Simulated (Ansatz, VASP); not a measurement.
# Cu10H (Cu(110)-(1x2)-H, longbridge site) in two plane-wave programs

One calculation is typed for both programs; each brings its own data sets. How far apart do they land? Of the first pair: The structure shown is the start of the Ansatz relaxation below; VASP solves that cell, so the two are compared at the walk's first step.

Main program and level: Ansatz 0.2.0; plane waves, with VASP 6.6.1 beside it; single point at PBE.

**1. Set-up**

The cell holds 11 atoms: 10 Cu and 1 H. Its edges and angles: a = 7.220 Å, b = 2.553 Å, c = 22.605 Å, α = 90.0°, β = 90.0°, γ = 90.0°. Vacuum lies along c.

**2. Ansatz: relaxation, PBE**

Ansatz runs on its default PAW (the set named soft_2) files.

The two programs are compared at the cell with which this relaxation starts, whose forces are those of its first step.

The input, input.yaml:

```yaml
crystal:
  lattice:
    - [7.22, 0.0, 0.0]
    - [0.0, 2.5526554801, 0.0]
    - [0.0, 0.0, 22.6053109602]
  atoms:
    - { symbol: Cu, position: [0.0, 0.0, 0.3760178312] }
    - { symbol: Cu, position: [0.5, 0.0, 0.3760178312] }
    - { symbol: Cu, position: [0.25, 0.5, 0.4324792416] }
    - { symbol: Cu, position: [0.75, 0.5, 0.4324792416] }
    - { symbol: Cu, position: [0.0, 0.0, 0.488940652] }
    - { symbol: Cu, position: [0.5, 0.0, 0.488940652] }
    - { symbol: Cu, position: [0.25, 0.5, 0.5454020625] }
    - { symbol: Cu, position: [0.75, 0.5, 0.5454020625] }
    - { symbol: Cu, position: [0.0, 0.0, 0.6018634729] }
    - { symbol: Cu, position: [0.5, 0.0, 0.6018634729] }
    - { symbol: H, position: [0.25, 0.0, 0.6239821688] }
kpoints:
  mp_grid: { grid: [4, 11, 1] }
hamiltonian:
  xc: pbe
scf:
  occupations: { method: fermi_dirac, width: 0.1 }
  convergence: { dr2_threshold: 1.0e-08 }
efield:
  axis: 3
  dipole_correction: true
  ramp_position: 0.97
  ramp_width: 0.06
relax:
  f_tol: 0.015
  max_steps: 90
  constraints: [{ sites: [0, 1, 2, 3] }]
output:
  write_potential: true
  write_density: true
  volumetric_format: npy
```

The run is started by

```console
$ ansatz run input.yaml --threads 4 --pin off --max-ram 6144MiB --backend cpu --events-out ev --progress --plain --runs-dir out
```

Numbers of over 12 decimals in the logs are rounded to 6 here.

The program printed:

```text
Engine: ansatz 0.2.0, x86_64-unknown-linux-gnu
Pseudopotentials: kind: paw
Pseudopotential: Cu, paw, valence charge 19, recommended cutoff 420 eV (normal), Cu.paw.azcp
Pseudopotential: H, paw, valence charge 1, recommended cutoff 420 eV (normal), H.paw.azcp
Functional definition: PBE
  parameter kappa = 0.804
  parameter beta = 0.066725
  exchange = pbe_x(kappa = kappa, mu = beta*pi^2/3)
  correlation = pbe_c(beta = beta)
Crystal: 11 atoms, lattice volume = 416.620 Å³
Basis set: ecut = 420 eV, 8171 PW (Γ), exchange–correlation on 100×36×320 points (8 copies of the dense FFT grid, shifted against one another)
Bands: 115, of which v1, the nominal top of the filled ones, is band 96 counted from 1 (95 counted from 0)
Symmetry: 4 space group operations
Space group: Pmm2 (ITA 25), of the structure as read, at distance tolerance 7.5e-5 Å
k-points: 18 of 44
Non-local potential: Cu, projectors of the file, l = 0: 3, l = 1: 2, l = 2: 3, l = 3: 1
Non-local potential: H, projectors of the file, l = 0: 2, l = 1: 1
PAW form: soft (Blöchl's): semilocal exchange-correlation on the pseudo side does not see the compensation charge
PAW one-centre angular grid: Cu, 590 points (default); XC on 64 Gauss nodes
PAW one-centre angular grid: H, 110 points (default); XC on 64 Gauss nodes
Initial density: superposition of atomic densities (neutral atoms: chi_scale 0, normalization atom), corrected by the library's trained network
Initial wavefunctions: pseudopotential atomic-orbital guess
Functional: x = pbe(κ = 0.804, μ = 0.219515), c = pbe(β = 0.066725)
SCF iter   1: F=—  HF=-66263.802782 eV  |F-HF|=—  |Δ(HF+E_count)|=         —  Δρ=2.61e-3  dr2=7.62e-2  ethr=1.77e-3  p=-0.004 e·Å  D=-1.66e-3 V/Å  ΔV_dip=0.04 eV  dr2_dipole=6.99e-3  V_vac-E_F(+/−)=4.35/4.31 eV  ⟨swp⟩=7.5  Hψ=8680  notcnv=0  defer=92
efield: sawtooth ramp at fractional position 0.9700 (set: `efield.ramp_position`, or a place that a band, a saddle search or an elastic batch's reference lends), width 0.0600; the density the first Hamiltonian is built on has a dipole p = -0.004 e·Å; the dipole correction subtracts the counter field D = -1.66e-3 V/Å, which shifts the + side's vacuum level by +0.04 eV against the − side's; the planar-averaged density in the ramp window peaks in size at 1.2e-5 e/Å³
preconditioner: auto → LDOS  [metal: Δε(μ)=0.054 eV  Ē_g=7.696 eV  σ=0.100 eV  W_gap=0.13  n_scr=72 (ndim 8)  ℏωp=19.2 eV  f_vac=0.650  D(μ)=3.71/eV (n_scr^D=22)  β→1.0]
SCF iter   2: F=—  HF=-66263.825311 eV  |F-HF|=—  |Δ(HF+E_count)|=   2.25e-2  Δρ=4.48e-3  dr2=5.91e-2  ethr=3.99e-5  p=-0.015 e·Å  D=-6.43e-3 V/Å  ΔV_dip=0.15 eV  dr2_dipole=2.64e-4  V_vac-E_F(+/−)=4.43/4.29 eV  ⟨swp⟩=2.8  Hψ=4289  notcnv=0  defer=148
SCF iter   3: F=—  HF=-66263.814256 eV  |F-HF|=—  |Δ(HF+E_count)|=   1.11e-2  Δρ=8.32e-4  dr2=4.11e-3  ethr=3.09e-5  p=-0.013 e·Å  D=-5.65e-3 V/Å  ΔV_dip=0.13 eV  dr2_dipole=4.01e-6  V_vac-E_F(+/−)=4.42/4.29 eV  ⟨swp⟩=2.0  Hψ=2759  notcnv=0  defer=148
SCF iter   4: F=—  HF=-66263.814330 eV  |F-HF|=—  |Δ(HF+E_count)|=   7.42e-5  Δρ=5.80e-4  dr2=1.21e-3  ethr=2.15e-6  p=-0.010 e·Å  D=-4.51e-3 V/Å  ΔV_dip=0.10 eV  dr2_dipole=3.81e-5  V_vac-E_F(+/−)=4.38/4.28 eV  ⟨swp⟩=2.0  Hψ=2990  notcnv=0  defer=148
SCF iter   5: F=—  HF=-66263.814387 eV  |F-HF|=—  |Δ(HF+E_count)|=   5.71e-5  Δρ=4.23e-4  dr2=4.54e-4  ethr=6.31e-7  p=-0.011 e·Å  D=-4.75e-3 V/Å  ΔV_dip=0.11 eV  dr2_dipole=2.50e-7  V_vac-E_F(+/−)=4.39/4.28 eV  ⟨swp⟩=2.0  Hψ=2889  notcnv=0  defer=148
SCF iter   6: F=—  HF=-66263.814342 eV  |F-HF|=—  |Δ(HF+E_count)|=   4.48e-5  Δρ=4.01e-5  dr2=9.35e-6  ethr=2.38e-7  p=-0.011 e·Å  D=-4.73e-3 V/Å  ΔV_dip=0.11 eV  dr2_dipole=9.25e-7  V_vac-E_F(+/−)=4.38/4.28 eV  ⟨swp⟩=2.0  Hψ=2838  notcnv=0  defer=148
SCF iter   7: F=—  HF=-66263.814210 eV  |F-HF|=—  |Δ(HF+E_count)|=   1.32e-4  Δρ=4.89e-5  dr2=7.55e-6  ethr=4.89e-9  p=-0.011 e·Å  D=-4.70e-3 V/Å  ΔV_dip=0.11 eV  dr2_dipole=1.81e-7  V_vac-E_F(+/−)=4.39/4.28 eV  ⟨swp⟩=3.0  Hψ=4081  notcnv=0  defer=148
SCF iter   8: F=—  HF=-66263.814216 eV  |F-HF|=—  |Δ(HF+E_count)|=   5.27e-6  Δρ=1.60e-5  dr2=8.48e-7  ethr=3.95e-9  p=-0.011 e·Å  D=-4.69e-3 V/Å  ΔV_dip=0.11 eV  dr2_dipole=2.75e-8  V_vac-E_F(+/−)=4.39/4.28 eV  ⟨swp⟩=2.0  Hψ=2827  notcnv=0  defer=148
SCF iter   9: F=—  HF=-66263.814219 eV  |F-HF|=—  |Δ(HF+E_count)|=   3.17e-6  Δρ=4.97e-6  dr2=1.01e-7  ethr=4.44e-10  p=-0.011 e·Å  D=-4.68e-3 V/Å  ΔV_dip=0.11 eV  dr2_dipole=8.97e-9  V_vac-E_F(+/−)=4.39/4.28 eV  ⟨swp⟩=2.0  Hψ=2954  notcnv=0  defer=148
SCF iter  10: F=—  HF=-66263.814219 eV  |F-HF|=—  |Δ(HF+E_count)|=   2.94e-7  Δρ=4.17e-6  dr2=5.21e-8  ethr=5.27e-11  p=-0.011 e·Å  D=-4.68e-3 V/Å  ΔV_dip=0.11 eV  dr2_dipole=2.93e-10  V_vac-E_F(+/−)=4.39/4.28 eV  ⟨swp⟩=2.1  Hψ=2980  notcnv=0  defer=148
[...]
SCF iter   6: F=—  HF=-66264.031597 eV  |F-HF|=—  |Δ(HF+E_count)|=   1.48e-4  Δρ=1.22e-5  dr2=4.32e-7  ethr=4.56e-9  p=0.007 e·Å  D=3.13e-3 V/Å  ΔV_dip=-0.07 eV  dr2_dipole=6.15e-9  V_vac-E_F(+/−)=4.19/4.26 eV  ⟨swp⟩=2.0  Hψ=2859  notcnv=0  defer=150
SCF iter   7: F=—  HF=-66264.031597 eV  |F-HF|=—  |Δ(HF+E_count)|=   6.28e-7  Δρ=4.64e-6  dr2=4.99e-8  ethr=2.26e-10  p=0.007 e·Å  D=3.11e-3 V/Å  ΔV_dip=-0.07 eV  dr2_dipole=2.61e-12  V_vac-E_F(+/−)=4.19/4.26 eV  ⟨swp⟩=2.6  Hψ=3547  notcnv=0  defer=150
SCF iter   8: F=—  HF=-66264.031598 eV  |F-HF|=—  |Δ(HF+E_count)|=   2.20e-7  Δρ=2.84e-6  dr2=2.15e-8  ethr=2.61e-11  p=0.007 e·Å  D=3.11e-3 V/Å  ΔV_dip=-0.07 eV  dr2_dipole=1.43e-10  V_vac-E_F(+/−)=4.19/4.26 eV  ⟨swp⟩=2.0  Hψ=3271  notcnv=0  defer=150
SCF iter   9: F=-66264.031598 eV  HF=-66264.031598 eV  |F-HF|=1.06e-8  |Δ(HF+E_count)|=   7.20e-8  Δρ=6.13e-7  dr2=1.54e-9  ethr=5.24e-12  p=0.007 e·Å  D=3.11e-3 V/Å  ΔV_dip=-0.07 eV  dr2_dipole=6.50e-11  V_vac-E_F(+/−)=4.19/4.26 eV  ⟨swp⟩=9.1  Hψ=13583  notcnv=0
SCF 6 converged in 9 iterations: F = -66264.031598 eV  dr2 = 1.54e-9
relax step   6: F+E_penalty+E_count = -66264.03159763 eV  Δ(F+E_penalty+E_count) = -3.541e-4 eV  max|allowed force component| = 4.158e-3 eV/Å  Δτ_max = 0.0141 Å  (9 SCF iters, accepted)
NSCF: frozen V_eff on 18 k-points
the band table was solved once a step of the walk had ended and its energy, with any forces and stress, was formed, with the checks that follow a solve (11113 applications of the Hamiltonian). They found nothing against the state; the energy, forces and stress were not computed again (output.eigenvalues in the input reference)
SCF converged after 9 iterations
Free energy (F): -66264.031598 eV
Harris-Foulkes:  -66264.031598 eV  (|F-HF|=1.06e-8)
Internal energy: -66263.911207 eV  (E = F + TS)
E sigma→0 (E₀):  -66263.971402 eV
Entropy (-TS):   -0.120391 eV (-10.945 meV/atom)
Fermi energy:    1.813888 eV
Dipole field:    D = 0.003102 V/Å  (p = 0.007142 e·Å, saw-weighted, corrected)
Work function:   Φ+ = 4.1944 eV   Φ− = 4.2646 eV
Levels:          The Fermi level and band energies are counted from a zero that moves with the ramp; work functions are not
--- Per-component energies (eV) ---
  E_band       = -6406.572632
  E_kinetic    = 3009.146455
  E_local      = -391567.002960  (includes V_loc(G=0)·N_el)
  E_nonlocal   = 3920.655711
  E_hartree    = 191970.863038
  E_xc         = -896.570305
  E_vxc        = -1156.309535  (∫ρ·V_xc dr)
  E_paw        = -16648.602234  (= ΣΔE_a)
  E_vpaw       = -4554.922738  (= ΣTr[D̂ρ^β])
  E_aug_tail   = 0.001707  (compensation charges beyond the density's cutoff)
  E_efield     = 0.000011  (sawtooth field / dipole correction)
  E_vefield    = 0.140090  (∫n·V_field dr)
  E_ewald      = 143947.597370
  E_smearing   = -0.120391  (= −TS)
  E_closure    = -0.000000  (closes the sum)
  Σ components = -66264.031598   (vs F -66264.031598, Δ=0.00e0)
--- Forces (eV/Å), atoms counted from 1 ---
  atom   1  Cu    -0.01325669     0.00000000     0.33357230
  atom   2  Cu     0.01325669     0.00000000     0.33357230
  atom   3  Cu    -0.00000000     0.00000000    -0.25734388
  atom   4  Cu    -0.00000000     0.00000000    -0.41022565
  atom   5  Cu     0.00356313     0.00000000    -0.00221752
  atom   6  Cu    -0.00356313     0.00000000    -0.00221752
  atom   7  Cu     0.00000000     0.00000000     0.00240436
  atom   8  Cu     0.00000000     0.00000000     0.00415837
  atom   9  Cu     0.00082785     0.00000000    -0.00106463
  atom  10  Cu    -0.00082785     0.00000000    -0.00106463
  atom  11  H      0.00000000     0.00000000     0.00042012
  max |Σ_I F_I| component: 6.38e-6 eV/Å
--- Band table (eV; the first three rows and the last of 18) ---
  k-point 0: bands = [... 92 lower, 0.3268, 0.3495, 0.3918, 0.4474, 0.5654, 1.1950, 2.1855, 2.6618, ... 15 higher]
  k-point 1: bands = [... 92 lower, 0.3038, 0.3826, 0.5054, 0.6329, 0.7639, 1.7389, 2.3867, 2.8277, ... 15 higher]
  k-point 2: bands = [... 92 lower, 0.4057, 0.4193, 0.7678, 1.0910, 1.2685, 2.6828, 2.9840, 3.2801, ... 15 higher]
  k-point 17: bands = [... 92 lower, 1.7111, 2.4443, 2.5488, 2.7720, 3.7757, 4.2841, 4.3459, 4.5203, ... 15 higher]
--- Relaxed structure (6 steps of the walk, 6 accepted, 0 SCFs on fresh bases) ---
  F+E_penalty+E_count = -66264.03159763 eV   max|allowed force component| = 4.158e-3 eV/Å
  atoms:
    - { symbol: Cu, position: [0.0, 0.0, 0.3760178312] }
    - { symbol: Cu, position: [0.5, 0.0, 0.3760178312] }
    - { symbol: Cu, position: [0.25, 0.5, 0.432479] }
    - { symbol: Cu, position: [0.750000, 0.5, 0.432479] }
    - { symbol: Cu, position: [0.0021968, 0.0, 0.488119] }
    - { symbol: Cu, position: [0.497803, 0.0, 0.488119] }
    - { symbol: Cu, position: [0.25, 0.5, 0.551217] }
    - { symbol: Cu, position: [0.750000, 0.5, 0.545445] }
    - { symbol: Cu, position: [-0.011650, 0.0, 0.599687] }
    - { symbol: Cu, position: [0.511650, 0.0, 0.599687] }
    - { symbol: H, position: [0.25, 0.0, 0.606394] }
```

In the SCF lines HF is the Harris–Foulkes energy and dr2 the Hartree energy of the density residual, in eV; the loop may stop once dr2 is under the threshold and the program's other checks hold. Hψ counts applications of the Hamiltonian.

(Part 1 of 2 ends here.)

[Lines on the potential files, build, host, timing and source positions are cut from VASP's logs without a mark.]

[Logs are printed without paths, hosts, clocks, repeated set-up lines and the standing remarks that a program may print on its own settings, such as how far it seeks lower states.]

[Hosts, paths, dates, database ids (printed as entryN), source tags and the programs' standing remarks are cut or masked in the printed files.]
